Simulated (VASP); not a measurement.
OSZICAR of a VASP run on MgO (rock salt):

**OSZICAR**
```
       N       E                     dE             d eps       ncg     rms          rms(c)
DAV:   1     0.189508680186E+02    0.18951E+02   -0.56163E+03   976   0.106E+03
DAV:   2    -0.145544307583E+02   -0.33505E+02   -0.32670E+02  1072   0.167E+02
DAV:   3    -0.149424795332E+02   -0.38805E+00   -0.38805E+00  1184   0.206E+01
DAV:   4    -0.149428955896E+02   -0.41606E-03   -0.41606E-03  1248   0.637E-01
DAV:   5    -0.149428957868E+02   -0.19724E-06   -0.19724E-06  1184   0.109E-02    0.737E+00
DAV:   6    -0.133292499201E+02    0.16136E+01   -0.91733E+00   896   0.225E+01    0.208E+00
DAV:   7    -0.132875024483E+02    0.41747E-01   -0.30359E-02   968   0.217E+00    0.125E+00
DAV:   8    -0.132641399003E+02    0.23363E-01   -0.15553E-02   944   0.178E+00    0.922E-02
DAV:   9    -0.132641198990E+02    0.20001E-04   -0.10479E-04  1344   0.109E-01    0.547E-02
DAV:  10    -0.132641156059E+02    0.42931E-05   -0.11345E-05   928   0.316E-02    0.659E-03
DAV:  11    -0.132641148691E+02    0.73684E-06   -0.31311E-06   680   0.139E-02
   1 F= -.10333972E+02 E0= -.10333972E+02  d E =-.103340E+02
```

Q: Which electronic solver shows in the log?

A: It is blocked Davidson (ALGO = Normal, or the opening steps of other solvers). The INCAR had ALGO = Normal.

Q: Can the final energy be trusted as converged?

A: The run converged. It stopped with EDIFF = 1E-6, NELM = 100, NSW = 40 and EDIFFG = -0.02 after 1 ionic step (LDA (Ceperley-Alder, Perdew-Zunger), plane waves, VASP's LDA PAW potentials (set 64)).

The compound is MgO in the rock salt structure. It was relaxed first under an external pressure of 30 GPa.
